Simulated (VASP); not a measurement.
Here is the system:

```
Au
1.0
    0.00000     2.06268     2.06268
    2.06268     0.00000     2.06268
    2.06268     2.06268     0.00000
Au
1
Direct
  0.00000   0.00000   0.00000
```

All values below come from r2SCAN meta-GGA, VASP's PBE PAW potentials (set 64) (plane waves; VASP 6.6.1). Numerical set-up: 480 eV cut-off, 14×14×14 Γ-centred mesh, first-order Methfessel-Paxton smearing of 0.10 eV, potentials Au.

Stress in GPa, positive for a compressed cell; the cube axes lie along x, y and z, and the ions stay on their sites.

```tsv
strain	σxx	σyy	σzz
none	0.07	0.07	0.07
εxx = -0.5 %, εyy = -0.5 %, εzz = -0.5 %	2.46	2.46	2.46
εxx = +1.5 %	-2.40	-1.87	-1.87
```

Problem. Fit C11 and C12 to these rows, and predict the stress for εxx = -4.0 %, εyy = -4.0 %.

Solution. Least squares on Δσ_i = −C11 ε_i − C12 (ε_j + ε_k) over all components shown gives C11 = 174 GPa and C12 = 138 GPa, and so σxx, σyy, σzz = 12.56, 12.56, 11.15 GPa. The run gave 16.77, 16.77, 15.49 GPa; the difference holds the non-linear terms and numerical noise.

Left out are shears, moved atoms, failed runs and, from the fit, strains over 2.5 %.

The compound is Au in the fcc structure.
